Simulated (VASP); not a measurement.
The input files of a VASP run:

### INCAR
```
ALGO = Normal
EDIFF = 1E-7
ENCUT = 480
GGA = PE
ISIF = 2
ISMEAR = 1
LASPH = T
LCHARG = F
LMAXMIX = 4
LREAL = F
LWAVE = F
NELM = 100
PREC = Accurate
SIGMA = 0.1
SYSTEM = V
```

**KPOINTS**
```
Automatic mesh
0
Gamma
16 16 16
0 0 0
```

**POSCAR**
```
V
1
   -1.5163769806     1.5163769806     1.5163769806
    1.5163769806    -1.5163769806     1.5163769806
    1.5163769806     1.5163769806    -1.5163769806
V
1
Direct
  0.0000000000   0.0000000000   0.0000000000
```

POTCAR, in this order: V_sv (PBE.64 set). Program: vasp_std.

Q: Write an equivalent input for Quantum ESPRESSO's pw.x.

A: One equivalent input (not run):
```
&CONTROL
  calculation = 'scf'
  pseudo_dir = './pseudo'
  outdir = './out'
  tprnfor = .true.
  tstress = .true.
/
&SYSTEM
  ibrav = 0
  nat = 1
  ntyp = 1
  ecutwfc = 84
  occupations = 'smearing'
  smearing = 'methfessel-paxton'
  degauss = 0.00735
  input_dft = 'pbe'
/
&ELECTRONS
  conv_thr = 7.3e-09
  electron_maxstep = 100
/
ATOMIC_SPECIES
  V 50.941 V.upf
CELL_PARAMETERS angstrom
    -1.5163770    1.5163770    1.5163770
     1.5163770   -1.5163770    1.5163770
     1.5163770    1.5163770   -1.5163770
ATOMIC_POSITIONS crystal
  V    0.0000000  0.0000000  0.0000000
K_POINTS automatic
  16 16 16 0 0 0
```
Limits of the translation: the potentials are each code's own (VASP's PAW set, PseudoDojo norm-conserving files in pw.x), so ENCUT and ecutwfc are chosen apart and not converted; conv_thr bounds pw.x's estimated SCF error, while EDIFF bounds the energy change between steps.

The compound is V in the bcc structure. This cell was strained or had an atom moved on purpose.
